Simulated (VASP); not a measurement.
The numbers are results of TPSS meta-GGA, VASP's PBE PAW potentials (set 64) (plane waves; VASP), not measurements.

A VASP calculation is set up with these files.

INCAR:
```
SYSTEM = HfC
PREC = Accurate
ENCUT = 520
EDIFF = 1E-7
NELM = 100
ALGO = Normal
LREAL = .FALSE.
LASPH = .TRUE.
ISMEAR = 1
SIGMA = 0.1
METAGGA = TPSS
LMIXTAU = .TRUE.
LMAXMIX = 6
LWAVE = .FALSE.
LCHARG = .FALSE.
ISIF = 2
```

### KPOINTS
```
Automatic mesh
0
Gamma
14 14 14
0 0 0
```

POSCAR:
```
HfC
1
    0.0000000000     2.3204267983     2.3204267983
    2.3204267983     0.0000000000     2.3204267983
    2.3204267983     2.3204267983     0.0000000000
Hf C
1 1
Direct
  0.0000000000   0.0000000000   0.0000000000
  0.5000000000   0.5000000000   0.5000000000
```

POTCAR, in this order: Hf_pv C (PBE.64 set). Program: vasp_std.

What VASP printed:

### OUTCAR
```
 ion  position               nearest neighbor table
   1  0.000  0.000  0.000-   2 2.32   2 2.32   2 2.32   2 2.32   2 2.32   2 2.32
   2  0.500  0.500  0.500-   1 2.32   1 2.32   1 2.32   1 2.32   1 2.32   1 2.32
  LATTYP: Found a face centered cubic cell.
 ALAT       =     4.6408535966
 Subroutine PRICEL returns:
 Original cell was already a primitive cell.
 Subroutine GETGRP returns: Found 48 space group operations
The static configuration has the point symmetry O_h .
The dynamic configuration has the point symmetry O_h .
 Subroutine INISYM returns: Found 48 space group operations
 Subroutine IBZKPT returns following result:
 Found    104 irreducible k-points:

 Following reciprocal coordinates:
            Coordinates               Weight
  0.000000  0.000000  0.000000      1.000000
  0.071429  0.000000  0.000000      8.000000
  0.142857  0.000000  0.000000      8.000000
  0.214286  0.000000  0.000000      8.000000
  0.285714  0.000000  0.000000      8.000000
  0.357143  0.000000  0.000000      8.000000
  0.428571  0.000000  0.000000      8.000000
  0.500000  0.000000  0.000000      4.000000
  0.071429  0.071429  0.000000      6.000000
  0.142857  0.071429  0.000000     24.000000
  0.214286  0.071429  0.000000     24.000000
  0.285714  0.071429  0.000000     24.000000
  0.357143  0.071429  0.000000     24.000000
  0.428571  0.071429  0.000000     24.000000
  0.500000  0.071429  0.000000     24.000000
 -0.428571  0.071429  0.000000     24.000000
 -0.357143  0.071429  0.000000     24.000000
 -0.285714  0.071429  0.000000     24.000000
 -0.214286  0.071429  0.000000     24.000000
 -0.142857  0.071429  0.000000     24.000000
 -0.071429  0.071429  0.000000     12.000000
  0.142857  0.142857  0.000000      6.000000
  0.214286  0.142857  0.000000     24.000000
  0.285714  0.142857  0.000000     24.000000
  0.357143  0.142857  0.000000     24.000000
  0.428571  0.142857  0.000000     24.000000
  0.500000  0.142857  0.000000     24.000000
 -0.428571  0.142857  0.000000     24.000000
 -0.357143  0.142857  0.000000     24.000000
 -0.285714  0.142857  0.000000     24.000000
 -0.214286  0.142857  0.000000     24.000000
 -0.142857  0.142857  0.000000     12.000000
  0.214286  0.214286  0.000000      6.000000
  0.285714  0.214286  0.000000     24.000000
  0.357143  0.214286  0.000000     24.000000
  0.428571  0.214286  0.000000     24.000000
  0.500000  0.214286  0.000000     24.000000
 -0.428571  0.214286  0.000000     24.000000
 -0.357143  0.214286  0.000000     24.000000
 -0.285714  0.214286  0.000000     24.000000
   k-points           NKPTS =    104   k-points in BZ     NKDIM =    104   number of bands    NBANDS=     11
   number of dos      NEDOS =    301   number of ions     NIONS =      2
   total plane-waves  NPLWV =  13824
   dimension x,y,z NGX =    24 NGY =   24 NGZ =   24
   dimension x,y,z NGXF=    48 NGYF=   48 NGZF=   48
   ions per type =               1   1
   PREC   = accura    normal or accurate (medium, high low for compatibility)
   ISTART =      0    job   : 0-new  1-cont  2-samecut
   ICHARG =      2    charge: 1-file 2-atom 10-const
   ISPIN  =      1    spin polarized calculation?
   LNONCOLLINEAR =      F non collinear calculations
   LSORBIT =      F    spin-orbit coupling
   INIWAV =      1    electr: 0-lowe 1-rand  2-diag
   ENCUT  =  520.0 eV  38.22 Ry    6.18 a.u.   6.10  6.10  6.10*2*pi/ulx,y,z
   NELM   =    100;   NELMIN=  2; NELMDL= -5     # of ELM steps
   EDIFF  = 0.1E-06   stopping-criterion for ELM
   LREAL  =      F    real-space projection
   NLSPLINE    = F    spline interpolate recip. space projectors
   LMAXMIX     =    6 max onsite mixed and CHGCAR
...
```

### OSZICAR
```
       N       E                     dE             d eps       ncg     rms          rms(c)
DAV:   1     0.541084810365E+02    0.54108E+02   -0.87608E+03  2288   0.143E+03
DAV:   2    -0.143273562649E+02   -0.68436E+02   -0.64522E+02  3197   0.329E+02
DAV:   3    -0.177726364518E+02   -0.34453E+01   -0.33977E+01  3265   0.541E+01
DAV:   4    -0.178478481500E+02   -0.75212E-01   -0.75010E-01  3493   0.786E+00
DAV:   5    -0.178489718238E+02   -0.11237E-02   -0.11232E-02  3282   0.736E-01    0.662E+01
DAV:   6    -0.240657960329E+02   -0.62168E+01   -0.19997E+01  2548   0.441E+01    0.347E+01
DAV:   7    -0.183322585817E+02    0.57335E+01   -0.12735E+02  2288   0.122E+03    0.159E+01
DAV:   8    -0.242914296529E+02   -0.59592E+01   -0.16120E+01  2315   0.363E+01    0.673E+00
DAV:   9    -0.243144290156E+02   -0.22999E-01   -0.22561E+00  2647   0.107E+01    0.279E+00
DAV:  10    -0.243645508221E+02   -0.50122E-01   -0.11055E-01  2860   0.278E+00    0.410E+00
DAV:  11    -0.243615804896E+02    0.29703E-02   -0.11683E-01  2401   0.342E+00    0.882E+00
DAV:  12    -0.243621279814E+02   -0.54749E-03   -0.70471E-03  2794   0.611E-01    0.987E+00
DAV:  13    -0.243484911888E+02    0.13637E-01   -0.13140E-02  2342   0.101E+00    0.362E+00
DAV:  14    -0.244190400120E+02   -0.70549E-01   -0.10134E-01  2602   0.228E+00    0.100E+01
DAV:  15    -0.243991949437E+02    0.19845E-01   -0.20324E-02  2616   0.101E+00    0.622E+00
DAV:  16    -0.243842157678E+02    0.14979E-01   -0.75645E-02  2569   0.149E+00    0.185E+00
DAV:  17    -0.243843251439E+02   -0.10938E-03   -0.25029E-03  2662   0.506E-01    0.647E-01
DAV:  18    -0.243847314409E+02   -0.40630E-03   -0.40417E-04  2555   0.171E-01    0.446E-01
DAV:  19    -0.243848683016E+02   -0.13686E-03   -0.49740E-05  2452   0.836E-02    0.131E-01
DAV:  20    -0.243848618114E+02    0.64901E-05   -0.80821E-05  2467   0.600E-02    0.119E-02
DAV:  21    -0.243848640868E+02   -0.22754E-05   -0.33584E-06  2447   0.207E-02    0.498E-03
DAV:  22    -0.243848643817E+02   -0.29491E-06   -0.25036E-06  2482   0.141E-02    0.466E-03
DAV:  23    -0.243848652346E+02   -0.85287E-06   -0.45941E-07  2357   0.966E-03    0.110E-02
DAV:  24    -0.243848654185E+02   -0.18394E-06   -0.11401E-07  1500   0.443E-03    0.287E-03
DAV:  25    -0.243848654019E+02    0.16572E-07   -0.32450E-08  1186   0.218E-03
   1 F= -.24384865E+02 E0= -.24384857E+02  d E =-.260964E-04
```

### OUTCAR
```
------------------------ aborting loop because EDIFF is reached ----------------------------------------
  FORCE on cell =-STRESS in cart. coord.  units (eV):
  Direction    XX          YY          ZZ          XY          YZ          ZX
  --------------------------------------------------------------------------------------
  Total       -0.0124989     -0.0124989     -0.0124989     -0.0000000      0.0000000     -0.0000000
  in kB       -0.8013971     -0.8013971     -0.8013971     -0.0000000      0.0000000     -0.0000000
  external PRESSURE =      -0.8013971 kB  Pullay stress =       0.0000000 kB
  volume of cell :       24.99
      direct lattice vectors                 reciprocal lattice vectors
     0.000000000  2.320426798  2.320426798    -0.215477601  0.215477601  0.215477601
     2.320426798  0.000000000  2.320426798     0.215477601 -0.215477601  0.215477601
     2.320426798  2.320426798  0.000000000     0.215477601  0.215477601 -0.215477601
 POSITION                                       TOTAL-FORCE (eV/Angst)
 -----------------------------------------------------------------------------------
      0.00000      0.00000      0.00000         0.000000      0.000000      0.000000
      2.32043      2.32043      2.32043        -0.000000     -0.000000     -0.000000
 -----------------------------------------------------------------------------------
    total drift:                                0.000000     -0.000000     -0.000000
  FREE ENERGIE OF THE ION-ELECTRON SYSTEM (eV)
  ---------------------------------------------------
  free  energy   TOTEN  =       -24.3848654019 eV

  energy  without entropy=      -24.3848393055  energy(sigma->0) =      -24.38485670
```
(Selected blocks of OUTCAR.)

The compound is HfC in the rock salt structure. It was relaxed first.
